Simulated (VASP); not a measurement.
Data:

```xyz
1
Lattice="3.0945 0.0000 0.0000 0.0000 3.0945 0.0000 0.0000 0.0000 3.0945" Properties=species:S:1:pos:R:3 pbc="T T T"
Sb     0.0000     0.0000     0.0000
```

Level of theory: r2SCAN meta-GGA, VASP's PBE PAW potentials (set 64) (plane waves; VASP). Settings: 400 eV cut-off, 13×13×13 Γ-centred mesh, tetrahedra with Blöchl corrections, potentials Sb.

### Question
Give the energies of bands 1 to 5 at the high-symmetry points, in eV from the Fermi level.

### Answer

```json
[
 {"band": "1", "Γ": "-13.04", "X": "-10.45", "M": "-7.64", "R": "-4.43"},
 {"band": "2", "Γ": "3.44", "X": "-5.93", "M": "-3.83", "R": "-1.83"},
 {"band": "3", "Γ": "3.44", "X": "5.60", "M": "-3.83", "R": "-1.83"},
 {"band": "4", "Γ": "3.44", "X": "5.60", "M": "2.44", "R": "-1.83"},
 {"band": "5", "Γ": "7.24", "X": "9.34", "M": "7.84", "R": "5.15"}
]
```

It has no gap at this level: it comes out as a metal or semimetal.

The structure comes from a computed database's Sb entry (Pm-3m); how it stands against other phases isn't given here. It was relaxed first.
